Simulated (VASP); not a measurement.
Crystal: HfSi2B4.

```xyz
7
Lattice="-2.6000 2.6000 2.8500 2.6000 -2.6000 2.8500 2.6000 2.6000 -2.8500" Properties=species:S:1:pos:R:3 pbc="T T T"
Hf    0.0000    0.0000    0.0000
Si    2.6000    0.0000    1.4250
Si    0.0000    2.6000    1.4250
B     1.3000    2.6000    0.0000
B     2.6000    1.3000    0.0000
B     1.3000    0.0000    2.8500
B     0.0000    1.3000    2.8500
```

The cell was built by a generator and needn't be a form met in nature.

```yaml
Program: VASP 6.6.1
Task: relaxation of cell and atoms
Functional: PBE
Potentials_or_basis: VASP PAW PBE potentials, release 64 (Hf_pv, Si, B)
Cutoff: 520 eV
k_mesh: 5 × 5 × 5
Occupations: gaussian, width 0.15 eV
Spin: no spin polarisation
```

At the start: pressure 10.4 GPa; volume 11.01 Å³/atom.

Question: Where does the relaxation end?

Answer: Over 6 steps the energy falls by 93.2 meV/atom and the volume is 11.66 Å³/atom (+5.9 %); space group I4/mmm (No. 139, to 0.05 Å).

The path:
| step | energy change (eV) | largest force (eV/Å) | pressure (GPa) | volume (Å³) |
| --- | --- | --- | --- | --- |
| 1 | 0.0000 | 2.7363 | 10.44 | 77.06 |
| 2 | -0.4226 | 1.6015 | -4.50 | 85.28 |
| 3 | -0.6504 | 0.1140 | -1.08 | 82.05 |
| 4 | -0.6503 | 0.0607 | -1.17 | 82.15 |
| 5 | -0.6520 | 0.1098 | 0.36 | 81.33 |
| 6 | -0.6527 | 0.0439 | -0.20 | 81.64 |

Final structure:
```xyz
7
Lattice="-2.6224 2.6224 2.9678 2.6224 -2.6224 2.9678 2.6224 2.6224 -2.9678" Properties=species:S:1:pos:R:3 pbc="T T T"
Hf    0.0000    0.0000    0.0000
Si    2.6224    0.0000    1.4839
Si    0.0000    2.6224    1.4839
B     1.3983    2.6224    0.0000
B     2.6224    1.3983    0.0000
B     1.2241    0.0000    2.9678
B     0.0000    1.2241    2.9678
```
